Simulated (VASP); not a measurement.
An input for Quantum ESPRESSO's pw.x (written as the equivalent of a VASP run, and not itself run):

```
&CONTROL
  calculation = 'scf'
  pseudo_dir = './pseudo'
  outdir = './out'
  tprnfor = .true.
  tstress = .true.
/
&SYSTEM
  ibrav = 0
  nat = 3
  ntyp = 2
  ecutwfc = 84
  occupations = 'smearing'
  smearing = 'gaussian'
  degauss = 0.003675
  input_dft = 'vdw-df2-b86r'
/
&ELECTRONS
  conv_thr = 7.3e-09
  electron_maxstep = 100
/
ATOMIC_SPECIES
  Hf 178.490 Hf.upf
  O 15.999 O.upf
CELL_PARAMETERS angstrom
     0.0000000    2.5497118    2.5497118
     2.5497118    0.0000000    2.5497118
     2.5497118    2.5497118    0.0000000
ATOMIC_POSITIONS crystal
  Hf   0.0000000  0.0000000  0.0000000
  O    0.2500000  0.2500000  0.2500000
  O    0.7500000  0.7500000  0.7500000
K_POINTS automatic
  8 8 8 0 0 0
```

Question: Translate this input to VASP (INCAR, KPOINTS, POSCAR, choice of POTCAR).

Answer: One answer among several that fit: 
### KPOINTS
```
Automatic mesh
0
Gamma
8 8 8
0 0 0
```

### POSCAR
```
HfO2
1
    0.0000000000     2.5497118262     2.5497118262
    2.5497118262     0.0000000000     2.5497118262
    2.5497118262     2.5497118262     0.0000000000
Hf O
1 2
Direct
  0.0000000000   0.0000000000   0.0000000000
  0.2500000000   0.2500000000   0.2500000000
  0.7500000000   0.7500000000   0.7500000000
```

### INCAR
```
SIGMA = 0.05
LREAL = .False.   # projection in real space or not
EDIFF = 1E-7   # SCF stop (eV)
LUSE_VDW = .True.
LMAXMIX = 6   # l cut-off of mixed one-centre charges
AGGAC = 0.0
LASPH = .True.   # aspherical one-centre terms
ISIF = 2
PARAM2 = 0.7114
NELM = 100   # most electronic steps
LCHARG = .False.
SYSTEM = HfO2
ZAB_VDW = -1.8867
GGA = MK
PREC = Accurate
ALGO = Normal   # blocked Davidson
PARAM1 = 0.1234568
ENCUT = 520   # plane-wave cut-off (eV)
LWAVE = .False.
ISMEAR = 0   # Gaussian
```

POTCAR, in this order: Hf_pv O (PBE.64 set). Program: vasp_std.

What does not carry over: the potentials are each code's own (VASP's PAW set, PseudoDojo norm-conserving files in pw.x), so ENCUT and ecutwfc are chosen apart and not converted; conv_thr bounds pw.x's estimated SCF error, while EDIFF bounds the energy change between steps.

The compound is HfO2 in the fluorite structure, the high-temperature cubic form, which is unstable at 0 K; the monoclinic form is the stable one. This cell is one point of a volume scan, at 1.03 of the reference volume.
